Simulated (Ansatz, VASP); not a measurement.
# Cross-check of InAsH3 (InAs wire along [110], 4 atoms a period, H-terminated) between VASP and Ansatz

One calculation is typed for both programs; each brings its own data sets. How far apart do they land? The cell is taken from a series of runs on this material, whose earlier steps may have relaxed, scaled, displaced or heated it; both programs get it as it stands. Other levels of theory on this material are compared in a session of their own.

Calculated with Ansatz 0.2.0; plane waves, with VASP 6.6.1 beside it; r2SCAN.

## (1) Starting point

The cell holds 10 atoms: 6 H, 2 In and 2 As. Its edges and angles: a = 13.365 Å, b = 11.895 Å, c = 4.506 Å, α = 90.0°, β = 90.0°, γ = 90.0°. Vacuum lies along a and b. The structure's axis is c.

## (2) Ansatz: single point, r2SCAN

Ansatz runs on its default PAW (the set named soft_2) files.

With cell and atoms fixed, the geometry can't cause a difference; cores, projectors, grids and the points listed under the comparison can.

Contents of input.yaml:

```yaml
crystal:
  lattice:
    - [13.365, 0.0, 0.0]
    - [0.0, 11.895, 0.0]
    - [0.0, 0.0, 4.5063158597]
  atoms:
    - { symbol: H, position: [0.238663174, 0.513545426, 0.0] }
    - { symbol: In, position: [0.322914438, 0.402515396, 0.0] }
    - { symbol: As, position: [0.665945383, 0.582680221, 0.0] }
    - { symbol: H, position: [0.760929151, 0.653045259, 0.0] }
    - { symbol: H, position: [0.716111478, 0.468312808, 0.0] }
    - { symbol: As, position: [0.434510011, 0.436384225, 0.5] }
    - { symbol: H, position: [0.515181367, 0.747940596, 0.5] }
    - { symbol: H, position: [0.512365528, 0.342769448, 0.5] }
    - { symbol: In, position: [0.555125606, 0.609313967, 0.5] }
    - { symbol: H, position: [0.298153834, 0.259374182, 0.0] }
kpoints:
  mp_grid: { grid: [1, 1, 14] }
  band_path: { path: ["Γ", Z], npoints: 50 }
scf:
  occupations: { method: fermi_dirac, width: 0.05 }
hamiltonian:
  xc: r2scan
```

The run is started by

```console
ansatz run input.yaml --threads 4 --pin off --max-ram 16384MiB --backend cpu --events-out ev --progress --plain --runs-dir out
```

Numbers of over 12 decimals in the logs are rounded to 6 here.

What it wrote:

```text
Engine: ansatz 0.2.0, x86_64-unknown-linux-gnu
Pseudopotentials: kind: paw
Pseudopotential: H, paw, valence charge 1, recommended cutoff 500 eV (meta_gga), H.paw.azcp
Pseudopotential: In, paw, valence charge 13, recommended cutoff 500 eV (meta_gga), In.paw.azcp
Pseudopotential: As, paw, valence charge 15, recommended cutoff 500 eV (meta_gga), As.paw.azcp
Functional definition: r2SCAN
  parameter k0 = 0.174
  parameter k1 = 0.065
  parameter a1 = 4.9479
  exchange = r2scan_x(k0 = k0, k1 = k1, a1 = a1)
  correlation = r2scan_c
Crystal: 10 atoms, lattice volume = 716.399 Å³
Basis set: ecut = 500 eV, 18243 PW (Γ), exchange–correlation on 400×360×144 points (64 copies of the dense FFT grid, shifted against one another)
Bands: 41, of which v1, the nominal top of the filled ones, is band 31 counted from 1 (30 counted from 0)
Symmetry: 2 space group operations
Space group: Pm (ITA 6), of the structure as read, at distance tolerance 8.9e-5 Å
k-points: 8 of 14
Non-local potential: H, projectors of the file, l = 0: 2, l = 1: 1
Non-local potential: In, projectors of the file, l = 0: 2, l = 1: 2, l = 2: 2, l = 3: 2
Non-local potential: As, projectors of the file, l = 0: 2, l = 1: 2, l = 2: 3, l = 3: 1
PAW form: soft (Blöchl's): semilocal exchange-correlation on the pseudo side does not see the compensation charge
PAW frozen core: In, regenerated for the run's functional (the file was generated under x = pbe(κ = 0.804, μ = 0.219515), c = pbe(β = 0.066725))
PAW frozen core: As, regenerated for the run's functional (the file was generated under x = pbe(κ = 0.804, μ = 0.219515), c = pbe(β = 0.066725))
PAW one-centre angular grid: H, 302 points (default); XC on 160 Gauss nodes
PAW one-centre angular grid: In, 590 points (default); XC on 289 of its mesh's 2783 points in the sphere
PAW one-centre angular grid: As, 590 points (default); XC on 160 Gauss nodes
Initial density: superposition of atomic densities (neutral atoms: chi_scale 0, normalization atom), corrected by the library's trained network
Initial wavefunctions: pseudopotential atomic-orbital guess
Functional: x = r2scan, c = r2scan; τ floored in thin density (d = 2e-4 eV/Å³)
SCF iter   1: F=—  HF=-21047.356148 eV  |F-HF|=—  |Δ(HF+E_count)|=         —  Δρ=3.01e-3  dr2=1.49e-1  dr2_τ=3.44e-2  ethr=1.77e-3  ⟨swp⟩=8.5  Hψ=1699  notcnv=0  defer=3
preconditioner: auto → Resta (q_TF=auto, 1.815 Å⁻¹)  ε∞=1.4  [insulator: Δε(μ)=2.959 eV  Ē_g=14.079 eV  σ=0.050 eV  W_gap=1.00  n_scr=82 (ndim 8)  ℏωp=9.0 eV  f_vac=0.707  D(μ)=0.00/eV (n_scr^D=0)  ε∞_Penn≈1.4  vacuum switching on, ρ_ref=1.4e-2 e/Å³]
SCF iter   2: F=—  HF=-21047.260646 eV  |F-HF|=—  |Δ(HF+E_count)|=   9.55e-2  Δρ=1.17e-3  dr2=1.39e-2  dr2_τ=3.58e-4  ethr=2.40e-4  ⟨swp⟩=5.0  Hψ=671  notcnv=0  defer=44
SCF iter   3: F=—  HF=-21047.267298 eV  |F-HF|=—  |Δ(HF+E_count)|=   6.65e-3  Δρ=5.32e-4  dr2=2.25e-3  dr2_τ=4.83e-5  ethr=2.23e-5  ⟨swp⟩=2.5  Hψ=402  notcnv=0  defer=44
SCF iter   4: F=—  HF=-21047.271495 eV  |F-HF|=—  |Δ(HF+E_count)|=   4.20e-3  Δρ=1.53e-4  dr2=2.13e-4  dr2_τ=5.94e-6  ethr=3.63e-6  ⟨swp⟩=2.6  Hψ=422  notcnv=0  defer=44
SCF iter   5: F=—  HF=-21047.271895 eV  |F-HF|=—  |Δ(HF+E_count)|=   4.00e-4  Δρ=3.19e-5  dr2=9.43e-6  dr2_τ=3.96e-7  ethr=3.44e-7  ⟨swp⟩=3.2  Hψ=656  notcnv=0  defer=44
SCF iter   6: F=—  HF=-21047.271875 eV  |F-HF|=—  |Δ(HF+E_count)|=   1.97e-5  Δρ=9.61e-6  dr2=6.85e-7  dr2_τ=2.71e-8  ethr=1.52e-8  ⟨swp⟩=2.0  Hψ=586  notcnv=0  defer=44
SCF iter   7: F=—  HF=-21047.271882 eV  |F-HF|=—  |Δ(HF+E_count)|=   6.53e-6  Δρ=3.31e-6  dr2=1.46e-7  dr2_τ=4.06e-9  ethr=1.61e-10  ⟨swp⟩=15.8  Hψ=1706  notcnv=0
SCF iter   8: F=-21047.271883 eV  HF=-21047.271883 eV  |F-HF|=3.66e-8  |Δ(HF+E_count)|=   6.83e-7  Δρ=1.00e-6  dr2=1.20e-8  dr2_τ=4.98e-10  ethr=1.61e-10  ⟨swp⟩=8.4  Hψ=1089  notcnv=0
SCF 1 converged in 8 iterations: F = -21047.271883 eV  dr2 = 1.20e-8
  greatest PAW one-centre occupation: 0.999 electrons in one spin orbital (limit 2), on the As atom at site 2 (counted from 0), in its partial waves of l = 2
NSCF: frozen V_eff on 51 k-points
SCF converged after 8 iterations
Free energy (F): -21047.271883 eV
Harris-Foulkes:  -21047.271883 eV  (|F-HF|=3.66e-8)
Internal energy: -21047.271883 eV  (E = F + TS)
E sigma→0 (E₀):  -21047.271883 eV
Fermi energy:    -2.256239 eV
--- Per-component energies (eV) ---
  E_band       = -1296.703075
  E_kinetic    = 767.028352
  E_local      = -19235.783384  (includes V_loc(G=0)·N_el)
  E_nonlocal   = -594.948724
  E_hartree    = 9192.371050
  E_xc         = -599.692665
  E_vxc        = -452.988935  (∫ρ·V_xc dr)
  E_paw        = -12069.649503  (= ΣΔE_a)
  E_vpaw       = -193.408288  (= ΣTr[D̂ρ^β])
  E_aug_tail   = -0.002451  (compensation charges beyond the density's cutoff)
  E_vtau       = 28.659436  (kinetic-family band-sum trace: ∫τ·v_τ [+ j·A + Jᵃ·Aᵃ] dr)
  E_ewald      = 1494.389168
  E_core_change = -0.983724  (= ΣΔE_core)
  E_smearing   = -0.000000  (= −TS)
  E_closure    = -0.000000  (closes the sum)
  Σ components = -21047.271883   (vs F -21047.271883, Δ=0.00e0)
--- Band table (eV; the first three rows and the last of 8) ---
  k-point 0: bands = [... 27 lower, -4.9476, -4.6621, -4.3645, -3.6269, -0.9007, -0.2871, 0.9420, 1.1284, ... 6 higher]
  k-point 1: bands = [... 27 lower, -4.9567, -4.8097, -4.3753, -3.7101, -0.6990, -0.0884, 0.9644, 1.0902, ... 6 higher]
  k-point 2: bands = [... 27 lower, -5.0793, -4.9563, -4.4975, -3.8594, -0.2360, 0.3698, 0.9516, 1.0706, ... 6 higher]
  k-point 7: bands = [... 27 lower, -5.3844, -4.9533, -4.8640, -4.5080, 0.3004, 0.3627, 0.9998, 1.3774, ... 6 higher]
```

In the SCF lines HF is the Harris–Foulkes energy and dr2 the Hartree energy of the density residual, in eV; the loop may stop once dr2 is under the threshold and the program's other checks hold. Hψ counts applications of the Hamiltonian.

## (3) VASP: single point, r2SCAN

The same cell, functional, mesh and smearing now go to VASP, with its own data sets.

Lines of VASP's logs that name or quote its potential files are left out, and so is its time.

Contents of INCAR:

```
SYSTEM = InAsH3
PREC = Accurate
ENCUT = 440
EDIFF = 1E-06
NELM = 120
ISMEAR = -1
SIGMA = 0.05
LREAL = .FALSE.
ALGO = Normal
METAGGA = R2SCAN
LASPH = .TRUE.
NBANDS = 31
LORBIT = 11
LWAVE = .FALSE.
LCHARG = .FALSE.
ISIF = 2
GGA_COMPAT = .FALSE.
EFERMI = MIDGAP
LMIXTAU = .TRUE.
KPAR = 2
```

Contents of POSCAR:

```
InAsH3
1.0
   13.3650000000      0.0000000000      0.0000000000
    0.0000000000     11.8950000000      0.0000000000
    0.0000000000      0.0000000000      4.5063158597
H In As
6 2 2
Direct
    0.2386631740      0.5135454260      0.0000000000
    0.7609291510      0.6530452590      0.0000000000
    0.7161114780      0.4683128080      0.0000000000
    0.5151813670      0.7479405960      0.5000000000
    0.5123655280      0.3427694480      0.5000000000
    0.2981538340      0.2593741820      0.0000000000
    0.3229144380      0.4025153960      0.0000000000
    0.5551256060      0.6093139670      0.5000000000
    0.6659453830      0.5826802210      0.0000000000
    0.4345100110      0.4363842250      0.5000000000
```

Contents of KPOINTS:

```
Automatic mesh
0
Gamma
1 1 14
0 0 0
```

PAW data sets: H, In_d and As (PBE family, release 64).

The run is started by

```console
mpirun -np 2 vasp_std
```

What it wrote:

```text
[banner, memory and clock lines left out]
running    2 mpi-ranks, on    1 nodes
 distrk:  each k-point on    1 cores,    2 groups
 distr:  one band on    1 cores,    1 groups

 POSCAR found type information on POSCAR H InAs
 POSCAR found :  3 types and      10 ions
|                                                                             |
|               ----> ADVICE to this user running VASP <----                  |
|                                                                             |
|     You enforced a specific xc type in the INCAR file but a different       |
|     [... a line on the potential file left out ...]
|     I HOPE YOU KNOW WHAT YOU ARE DOING!                                     |
|                                                                             |

 LDA part: xc-table for (None), standard interpolation
 POSCAR, INCAR and KPOINTS ok, starting setup
 FFT: planning ... GRIDC
 FFT: planning ... GRID_SOFT
 FFT: planning ... GRID
 WAVECAR not read
 entering main loop
       N       E                     dE             d eps       ncg     rms          rms(c)
DAV:   1     0.176049578680E+03    0.17605E+03   -0.14173E+04   608   0.858E+02
DAV:   2    -0.762188912369E+02   -0.25227E+03   -0.24599E+03   593   0.235E+02
DAV:   3    -0.102134278816E+03   -0.25915E+02   -0.25804E+02   648   0.951E+01
DAV:   4    -0.102988872039E+03   -0.85459E+00   -0.85377E+00   681   0.219E+01
DAV:   5    -0.103014198521E+03   -0.25326E-01   -0.25325E-01   768   0.295E+00    0.118E+01
DAV:   6    -0.983366417014E+02    0.46776E+01   -0.34251E+00   665   0.290E+01    0.587E+00
DAV:   7    -0.936800239933E+02    0.46566E+01   -0.17089E+00   617   0.880E+00    0.172E+00
DAV:   8    -0.965037427286E+02   -0.28237E+01   -0.13987E+00   559   0.735E+00    0.159E+00
DAV:   9    -0.947084303004E+02    0.17953E+01   -0.27612E-01   580   0.391E+00    0.974E-01
DAV:  10    -0.943166372848E+02    0.39179E+00   -0.17546E-01   665   0.282E+00    0.303E-01
DAV:  11    -0.940648452949E+02    0.25179E+00   -0.32229E-01   503   0.358E+00    0.450E-01
DAV:  12    -0.940730313472E+02   -0.81861E-02   -0.26220E-02   566   0.131E+00    0.232E-01
DAV:  13    -0.941199365132E+02   -0.46905E-01   -0.98431E-02   496   0.203E+00    0.318E-01
DAV:  14    -0.940537400986E+02    0.66196E-01   -0.91133E-02   517   0.209E+00    0.305E-01
[...]
DAV:  29    -0.940917087325E+02    0.29243E-03   -0.40408E-04   566   0.123E-01    0.178E-02
DAV:  30    -0.940915605958E+02    0.14814E-03   -0.85807E-05   552   0.703E-02    0.144E-02
DAV:  31    -0.940915985184E+02   -0.37923E-04   -0.10369E-05   553   0.251E-02    0.104E-02
DAV:  32    -0.940915722309E+02    0.26288E-04   -0.17072E-05   474   0.306E-02    0.813E-03
DAV:  33    -0.940915725654E+02   -0.33455E-06   -0.19604E-05   488   0.315E-02    0.491E-03
DAV:  34    -0.940915759499E+02   -0.33845E-05   -0.69651E-06   474   0.215E-02    0.115E-03
DAV:  35    -0.940915807566E+02   -0.48067E-05   -0.77513E-06   432   0.201E-02    0.184E-03
DAV:  36    -0.940915802581E+02    0.49856E-06   -0.12411E-06   382   0.958E-03
   1 F= -.94091580E+02 E0= -.94091580E+02  d E =-.782385E-12
```

From OUTCAR (step 3):

```text
ion  position               nearest neighbor table
   1  0.239  0.514  0.000-   7 1.74
   2  0.761  0.653  0.000-   9 1.52
   3  0.716  0.468  0.000-   9 1.52
   4  0.515  0.748  0.500-   8 1.73
   5  0.512  0.343  0.500-  10 1.52
   6  0.298  0.259  0.000-   7 1.73
   7  0.323  0.403  0.000-   6 1.73   1 1.74  10 2.73  10 2.73
   8  0.555  0.609  0.500-   4 1.73  10 2.61   9 2.71   9 2.71
   9  0.666  0.583  0.000-   3 1.52   2 1.52   8 2.71   8 2.71
  10  0.435  0.436  0.500-   5 1.52   8 2.61   7 2.73   7 2.73

  LATTYP: Found a simple orthorhombic cell.
 ALAT       =     4.5063158597
 B/A-ratio  =     2.6396285503
 C/A-ratio  =     2.9658373749

 Subroutine GETGRP returns: Found  2 space group operations
 (whereof  2 operations were pure point group operations)

The static configuration has the point symmetry C_1h.

 Found      8 irreducible k-points:

   k-points           NKPTS =      8   k-points in BZ     NKDIM =      8   number of bands    NBANDS=     31

   dimension x,y,z NGX =    96 NGY =   84 NGZ =   32
   dimension x,y,z NGXF=   192 NGYF=  168 NGZF=   64

   ENCUT  =  440.0 eV  32.34 Ry    5.69 a.u.  22.86 20.34  7.71*2*pi/ulx,y,z

   NELECT =      42.0000    total number of electrons

 k-points in reciprocal lattice and weights: Automatic mesh
   0.00000000  0.00000000  0.00000000       0.071
   0.00000000  0.00000000  0.07142857       0.143
   0.00000000  0.00000000  0.14285714       0.143
   0.00000000  0.00000000  0.21428571       0.143
   0.00000000  0.00000000  0.28571429       0.143
   0.00000000  0.00000000  0.35714286       0.143
   0.00000000  0.00000000  0.42857143       0.143
   0.00000000  0.00000000  0.50000000       0.071

 average (electrostatic) potential at core
       1 -40.3202       2 -43.2326       3 -43.2312       4 -41.0505       5 -42.4349
       6 -40.3550       7-109.0928       8-109.9411       9 -62.6635      10 -61.7029

 E-fermi :  -2.8045

 k-point     1 :       0.0000    0.0000    0.0000
  band No.  band energies     occupation
    ...
     17      -6.2624      2.00000
     18      -5.4728      2.00000
     19      -5.2006      2.00000
     20      -4.8960      2.00000
     21      -4.1633      2.00000
     22      -1.4457      0.00000
     23      -0.8329      0.00000
     24       0.4004      0.00000
     25       0.5892      0.00000
     26       0.9363      0.00000
    ...

 k-point     2 :       0.0000    0.0000    0.0714
  band No.  band energies     occupation
    ...
     17      -6.3097      2.00000
     18      -5.4821      2.00000
     19      -5.3471      2.00000
     20      -4.9080      2.00000
     21      -4.2464      2.00000
     22      -1.2433      0.00000
     23      -0.6333      0.00000
     24       0.4226      0.00000
     25       0.5485      0.00000
     26       0.9103      0.00000
    ...

 k-point     3 :       0.0000    0.0000    0.1429
  band No.  band energies     occupation
    ...
     17      -6.4726      2.00000
     18      -5.6135      2.00000
     19      -5.4834      2.00000
     20      -5.0320      2.00000
     21      -4.3947      2.00000
     22      -0.7779      0.00000
     23      -0.1733      0.00000
     24       0.4070      0.00000
     25       0.5263      0.00000
     26       0.9050      0.00000
    ...

  Total       -1.5777102     -1.7528088     -1.4354146      0.0044138      0.0000000      0.0000000
  in kB       -3.5284403     -3.9200363     -3.2102061      0.0098712      0.0000000      0.0000000
  external PRESSURE =      -3.5528942 kB  Pullay stress =       0.0000000 kB

  energy-cutoff  :      440.00
  volume of cell :      716.40
      direct lattice vectors                 reciprocal lattice vectors
    13.365000000  0.000000000  0.000000000     0.074822297  0.000000000  0.000000000
     0.000000000 11.895000000  0.000000000     0.000000000  0.084068937  0.000000000
     0.000000000  0.000000000  4.506315860     0.000000000  0.000000000  0.221910765

 POSITION                                       TOTAL-FORCE (eV/Angst)
 -----------------------------------------------------------------------------------
      3.18973      6.10862      0.00000         0.096346     -0.112714      0.000000
     10.16982      7.76797      0.00000        -0.211603     -0.124440      0.000000
      9.57083      5.57058      0.00000        -0.116309      0.205178      0.000000
      6.88540      8.89675      2.25316         0.047416     -0.150816      0.000000
      6.84777      4.07724      2.25316        -0.155685      0.164589      0.000000
      3.98483      3.08526      0.00000         0.028938      0.150990      0.000000
      4.31575      4.78792      0.00000         0.007429      0.003853      0.000000
      7.41925      7.24779      2.25316        -0.039541     -0.006559      0.000000
      8.90036      6.93098      0.00000         0.179152     -0.076098      0.000000
      5.80723      5.19079      2.25316         0.163855     -0.053983      0.000000
 -----------------------------------------------------------------------------------
    total drift:                               -0.000427     -0.000595     -0.000000

  FREE ENERGIE OF THE ION-ELECTRON SYSTEM (eV)
  ---------------------------------------------------
  free  energy   TOTEN  =       -94.0915802581 eV

  energy  without entropy=      -94.0915802581  energy(sigma->0) =      -94.09158026

 total charge
# of ion       s       p       d       tot
------------------------------------------
    1        0.517   0.008   0.000   0.524
    2        0.533   0.018   0.000   0.550
    3        0.535   0.018   0.000   0.553
    4        0.512   0.008   0.000   0.520
    5        0.533   0.018   0.000   0.551
    6        0.514   0.008   0.000   0.522
    7        0.841   0.831   9.877  11.549
    8        0.839   0.787   9.878  11.504
    9        1.192   1.653   0.053   2.898
   10        1.201   1.622   0.035   2.858
--------------------------------------------------
tot          7.216   4.969  19.843  32.028

[... 3 further parts left out ...]
```

## (4) Comparison

Known differences besides the potentials themselves: VASP keeps PBE cores, Ansatz makes them for the functional; the data sets hold 62 valence electrons in Ansatz (on its default PAW (the set named soft_2) files) and 42 in VASP; the cutoff is 500 eV in Ansatz and 440 eV in VASP. Total energies have different zeros and are not compared.

The two programs side by side:

```
              quantity  Ansatz   VASP  difference
gap on the k mesh (eV)   2.726  2.718      +0.009
```

A gap on the mesh is an upper bound, since the band edges may lie between its points.

## (5) Summary of results

```
difference in gap on the k mesh (single point, r2SCAN) : 0.0086 eV
```

In words: The difference in gap on the k mesh is 0.0086 eV (single point, r2SCAN), within the 0.08 eV picked in this series as the mark of a large difference. The data sets hold unlike numbers of valence electrons (62 in Ansatz and 42 in VASP), so part of the differences may come from the potentials. 5 further pairs of this series are not shown here. Such differences can come from data sets, numerical settings and the points named under the comparisons, not from the functional's error against experiment.

[Lines on the potential files, build, host, timing and source positions are cut from VASP's logs without a mark.]

[Logs are printed without paths, hosts, clocks, repeated set-up lines and the standing remarks that a program may print on its own settings, such as how far it seeks lower states.]

[Hosts, paths, dates, database ids (printed as entryN), source tags and the programs' standing remarks are cut or masked in the printed files.]
